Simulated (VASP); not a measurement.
An input for Ansatz (written as the equivalent of a VASP run, and not itself run):

Ansatz 0.2 input:
```yaml
crystal:
  lattice:
    - [0.0000000, 2.8442136, 2.8442136]
    - [2.8442136, 0.0000000, 2.8442136]
    - [2.8442136, 2.8442136, 0.0000000]
  atoms:
    - { symbol: Rb, position: [0.0000000, 0.0000000, 1.0000000] }
    - { symbol: Br, position: [0.5000000, 0.5000000, 0.5000000] }
kpoints:
  mp_grid: { grid: [8, 8, 8] }
hamiltonian:
  xc: lda
  pseudopotentials: { kind: paw }
scf:
  occupations: { method: gaussian, width: 0.05 }
  max_iter: 100
relax:
  max_steps: 40
  f_tol: 0.02
  cell: { p_target: 30 }
output: { forces: true, stress: true, eigenvalues: true }
```

Problem. Write the VASP files for the same calculation (LDA).

Solution. This is not unique; one that fits is 
File POSCAR:
```
RbBr
1.0
  0.0000000000   2.8442135902   2.8442135902
  2.8442135902   0.0000000000   2.8442135902
  2.8442135902   2.8442135902   0.0000000000
Rb Br
1 1
Cart
  2.8442135902   2.8442135902   0.0000000000
  2.8442135902   2.8442135902   2.8442135902
```

INCAR:
```
ISIF = 3
LMAXMIX = 4   # l cut-off of mixed one-centre charges
ISMEAR = 0   # Gaussian
SIGMA = 0.05   # width (eV)
LREAL = F   # projection in real space or not
ALGO = Normal   # blocked Davidson
PREC = Accurate
LASPH = T   # aspherical one-centre terms
PSTRESS = 300   # kbar
SYSTEM = RbBr
EDIFF = 1E-6
LWAVE = F
IBRION = 2
NSW = 40   # most ionic steps
NELM = 100   # most electronic steps
EDIFFG = -0.02
LCHARG = F
ENCUT = 500   # plane-wave cut-off (eV)
```

**KPOINTS**
```
Automatic
0
Gamma
8 8 8
```

POTCAR, in this order: Rb_sv Br (LDA.64 set). Program: vasp_std.

Limits of the translation: each code has its own PAW files, so the cut-off isn't converted (ENCUT is set for VASP's; basis.ecutwfc is left out, and Ansatz then takes the one that its files recommend); Ansatz stops its SCF on the density residual and VASP on the energy change (EDIFF); Ansatz's lda is the Perdew-Wang form, while the LDA potentials of VASP carry Perdew-Zunger's.

The compound is RbBr in the rock salt structure. It was relaxed first under an external pressure of 30 GPa.
